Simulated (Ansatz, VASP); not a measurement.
# ZrB2: VASP beside Ansatz, part 2 of 2

Aim: how closely do two programs agree when they are given the same cell, functional and k mesh? The cell is taken from a series of runs on this material, whose earlier steps may have relaxed, scaled, displaced or heated it; both programs get it as it stands.

VASP 6.6.1 and Ansatz 0.2.0.

So far: Starting point; VASP: zone-centre phonons, LDA.

## Step 3: Ansatz: zone-centre phonons, LDA

Level of this step: Ansatz beside VASP: Kohn-Sham DFT, plane waves, LDA (Ansatz).

Ansatz runs on its PAW soft_1 files.

The same cell, functional (in two slightly different forms), mesh and smearing now go to Ansatz, which takes its cutoff from its data sets.

The input, input.yaml:

```yaml
crystal:
  lattice:
    - [3.1326863947, 0.0, 0.0]
    - [-1.5663431973, 2.7129859999, 0.0]
    - [0.0, 0.0, 3.4896774883]
  atoms:
    - { symbol: B, position: [0.3333333333, 0.6666666667, 0.5] }
    - { symbol: B, position: [0.6666666667, 0.3333333333, 0.5] }
    - { symbol: Zr, position: [0.0, 0.0, 0.0] }
kpoints:
  mp_grid: { grid: [15, 15, 12] }
hamiltonian:
  xc: lda
  pseudopotentials: { kind: paw, azcp: { folder: soft_1 }, xc_functional: pbe }
scf:
  occupations: { method: methfessel_paxton, width: 0.2 }
output:
  eigenvalues: true
phonons:
  method: dfpt
```

On the command line:

```sh
$ ansatz run input.yaml --threads 4 --pin off --max-ram 10240MiB --backend cpu --events-out ev --progress --plain --runs-dir out
```

Numbers of over 12 decimals in the logs are rounded to 6 here.

The program printed:

```text
zone centre: on kpoints.mp_grid the ground state, and the responses unless they are solved on pairs of k-points, stand on 448 of the mesh's 2700 k-points, reduced under 4 symmetry operations, with k and −k counted as one. Each operation leaves every solved displacement unchanged or reverses it
Engine: ansatz 0.2.0, aarch64-unknown-linux-gnu
Pseudopotentials: kind: paw
Pseudopotential: B, paw, valence charge 3, recommended cutoff 420 eV (normal), soft_1/B.paw.azcp
Pseudopotential: Zr, paw, valence charge 12, recommended cutoff 420 eV (normal), soft_1/Zr.paw.azcp
Functional definition: SPW92
  exchange = slater_x
  correlation = pw_c
Crystal: 3 atoms, lattice volume = 29.659 Å³
Basis set: ecut = 420 eV, 563 PW (Γ), exchange–correlation on 48×48×48 points (8 copies of the dense FFT grid, shifted against one another)
Bands: 13, of which v1, the nominal top of the filled ones, is band 9 counted from 1 (8 counted from 0)
Symmetry: 24 space group operations
k-points: 448 of 2700 (irreducible under 4 space group operations, time reversal used)
Non-local potential: B, projectors of the file, l = 0: 2, l = 1: 2, l = 2: 1
Non-local potential: Zr, projectors of the file, l = 0: 3, l = 1: 2, l = 2: 2, l = 3: 1
PAW form: soft (Blöchl's): semilocal exchange-correlation on the pseudo side does not see the compensation charge
PAW frozen core: B, regenerated for the run's functional, and the local potential with it (the file was generated under x = pbe(κ = 0.804, μ = 0.219515), c = pbe(β = 0.066725))
PAW frozen core: Zr, regenerated for the run's functional, and the local potential with it (the file was generated under x = pbe(κ = 0.804, μ = 0.219515), c = pbe(β = 0.066725))
PAW one-centre angular grid: B, 110 points (default); XC on 64 Gauss nodes
PAW one-centre angular grid: Zr, 590 points (default); XC on 64 Gauss nodes
Initial density: superposition of atomic densities (chi_scale 0.1, normalization cell, long waves kept (reshape's long-wave potential 0.00 eV rms))
Initial wavefunctions: pseudopotential atomic-orbital guess
Functional: x = slater, c = lda
SCF iter   1: F=—  HF=-4380.863128 eV  |F-HF|=—  |Δ(HF+E_count)|=         —  Δρ=5.92e-2  dr2=1.90e0  ethr=3.10e-3  ⟨swp⟩=4.9  Hψ=28097  notcnv=0
preconditioner: auto → none  [metal: Δε(μ)=0.036 eV  Ē_g=17.137 eV  σ=0.200 eV  W_gap=0.15  n_scr=8 (ndim 8)  ℏωp=27.3 eV  f_vac=0.000  D(μ)=0.25/eV (n_scr^D=0)  sad-step TF]
SCF iter   2: F=—  HF=-4380.421151 eV  |F-HF|=—  |Δ(HF+E_count)|=   4.42e-1  S|Δr|=    0.00e0  Δρ=2.92e-2  dr2=4.23e-1  ethr=3.10e-3  ⟨swp⟩=2.3  Hψ=11757  notcnv=0
SCF iter   3: F=—  HF=-4380.294144 eV  |F-HF|=—  |Δ(HF+E_count)|=   1.27e-1  S|Δr|=    0.00e0  Δρ=2.22e-3  dr2=1.04e-3  ethr=2.35e-3  ⟨swp⟩=2.0  Hψ=9884  notcnv=0
SCF iter   4: F=—  HF=-4380.294408 eV  |F-HF|=—  |Δ(HF+E_count)|=   2.64e-4  S|Δr|=    0.00e0  Δρ=4.02e-4  dr2=3.29e-5  ethr=5.78e-6  ⟨swp⟩=2.5  Hψ=13227  notcnv=0
SCF iter   5: F=—  HF=-4380.294419 eV  |F-HF|=—  |Δ(HF+E_count)|=   1.07e-5  S|Δr|=    0.00e0  Δρ=4.15e-5  dr2=7.41e-7  ethr=1.83e-7  ⟨swp⟩=2.0  Hψ=9644  notcnv=0
SCF iter   6: F=—  HF=-4380.294419 eV  |F-HF|=—  |Δ(HF+E_count)|=   8.08e-8  S|Δr|=    0.00e0  Δρ=4.67e-6  dr2=4.01e-9  ethr=4.12e-9  ⟨swp⟩=2.0  Hψ=8627  notcnv=0
SCF iter   7: F=—  HF=-4380.294419 eV  |F-HF|=—  |Δ(HF+E_count)|=   1.82e-9  S|Δr|=    0.00e0  Δρ=1.20e-6  dr2=4.37e-10  ethr=2.23e-11  ⟨swp⟩=2.2  Hψ=9849  notcnv=0
SCF iter   8: F=-4380.294419 eV  HF=-4380.294419 eV  |F-HF|=4.55e-12  |Δ(HF+E_count)|=  1.83e-10  S|Δr|=    0.00e0  Δρ=1.18e-7  dr2=2.69e-12  ethr=1.00e-12  ⟨swp⟩=4.0  Hψ=27308  notcnv=0
SCF 1 converged in 8 iterations: F = -4380.294419 eV  dr2 = 2.69e-12
  greatest PAW one-centre occupation: 0.994 electrons in one spin orbital (limit 2), on the Zr atom at site 2 (counted from 0), in its partial waves of l = 0
DFPT response loops at Γ: preconditioner auto → Kerker (q_TF=auto, 2.510 Å⁻¹) (partly filled bands, converged f_vac=0.000); β = 1.00, the filter's whole step (`scf.mixing.beta` (0.50) is not read by the response loops under this deck's `scf.mixing.preconditioner`; to damp them name `kerker` or `kerker_dos`, under which they read `scf.mixing.beta`, and type it under 1.00, their step now; both keys bind the ground state too); Broyden in place of MSR1
SCF converged after 8 iterations
Stability not checked: this state was not tested for a lower state beside it, because cold or Methfessel-Paxton smearing, or corrected tetrahedra, fill the levels in a way that the test cannot read (fill_not_monotonic; see scf.lower_state_search)
Free energy (F): -4380.294419 eV
Harris-Foulkes:  -4380.294419 eV  (|F-HF|=4.55e-12)
Internal energy: -4380.294920 eV  (E = F + TS)
E sigma→0 (E₀):  -4380.294544 eV
Entropy (-TS):   0.000502 eV (0.167 meV/atom)
Fermi energy:    16.070250 eV
--- Per-component energies (eV) ---
  E_band       = -18.457701
  E_kinetic    = 422.250201
  E_local      = -515.966720  (includes V_loc(G=0)·N_el)
  E_nonlocal   = 94.673944
  E_hartree    = 174.397907
  E_xc         = -222.680598
  E_vxc        = -264.530995  (∫ρ·V_xc dr)
  E_paw        = -3003.368425  (= ΣΔE_a)
  E_vpaw       = -103.679946  (= ΣTr[D̂ρ^β])
  E_aug_tail   = -0.000004  (compensation charges beyond the density's cutoff)
  E_ewald      = -1330.063294
  E_core_change = 0.462069  (= ΣΔE_core)
  E_smearing   = 0.000502  (= −TS)
  E_closure    = 0.000000  (closes the sum)
  Σ components = -4380.294419   (vs F -4380.294419, Δ=0.00e0)
--- Band table (eV; the first three rows and the last of 448) ---
  k-point 0: bands = [... 5 lower, 13.3863, 13.3863, 13.4147, 13.8106, 19.6263, 19.6263, 20.4165, 20.4165]
  k-point 1: bands = [... 5 lower, 12.7126, 13.4537, 13.4537, 14.4812, 19.0464, 19.0464, 20.1920, 20.1920]
  k-point 2: bands = [... 5 lower, 11.8103, 13.6538, 13.6538, 15.3123, 18.1735, 18.1735, 19.5990, 19.5990]
  k-point 447: bands = [... 5 lower, 9.1233, 11.4308, 12.5100, 13.4939, 19.6545, 21.0624, 21.2342, 22.3169]
--- Phonons (Γ-DFPT): 4 representative perturbations + reference, on 448 of 2700 k-points (Σ response iterations 12) ---
  k mesh reduced under 4 symmetry operations, with k and −k counted as one. Each operation leaves every solved displacement unchanged or reverses it
  ASR residual: 5.264e-5 → 0.000e0 eV/Å²; symmetrization residual: 2.770e-7 eV/Å²
  ASR residual per site (eV/Å²): 1.09e-5 1.09e-5 5.26e-5
  Γ frequencies (cm⁻¹): 0.00 0.00 0.00 467.68 467.68 487.91 583.73 796.60 796.60
  non-analytic LO–TO correction: not included (Born effective charges unavailable; polar crystals: no LO–TO splitting at Γ)
```

The column dr2 measures how far the density is from self-consistency, as an energy; F and HF (Harris–Foulkes) agree once it is small.

## Step 4: Differences

Known differences besides the potentials themselves: the two LDA forms differ slightly; the cutoff is 420 eV in Ansatz and 500 eV in VASP; VASP's log shows a relativistic correction to its local exchange, Ansatz's none. Total energies have different zeros and are not compared.

Compared:

| quantity | Ansatz | VASP | difference |
| --- | --- | --- | --- |
| optical mode 1 to 2 (cm⁻¹) | 467.7 | 468.5 | -0.18 % |
| optical mode 3 (cm⁻¹) | 487.9 | 489.8 | -0.38 % |
| optical mode 4 (cm⁻¹) | 583.7 | 584.9 | -0.20 % |
| optical mode 5 to 6 (cm⁻¹) | 796.6 | 797.5 | -0.11 % |

Modes are paired by rising frequency, not by their patterns, so a pair may set unlike modes beside each other; they are those without the splitting of longitudinal modes.

## Step 5: Summary of results

| Quantity | Value |
| --- | --- |
| r.m.s. difference of the optical zone-centre modes, each program's sorted by frequency (zone-centre phonons, LDA) | 1.2 cm⁻¹ |

**Reading.** The r.m.s. difference of the optical zone-centre modes, each program's sorted by frequency is 1.2 cm⁻¹ (zone-centre phonons, LDA). Such differences can come from data sets, numerical settings and the points named under the comparisons, not from the functional's error against experiment.

[Lines on the potential files, build, host, timing and source positions are cut from VASP's logs without a mark.]

[Logs are printed without paths, hosts, clocks, repeated set-up lines and the standing remarks that a program may print on its own settings, such as how far it seeks lower states.]

[Hosts, paths, dates, database ids (printed as entryN), source tags and the programs' standing remarks are cut or masked in the printed files.]
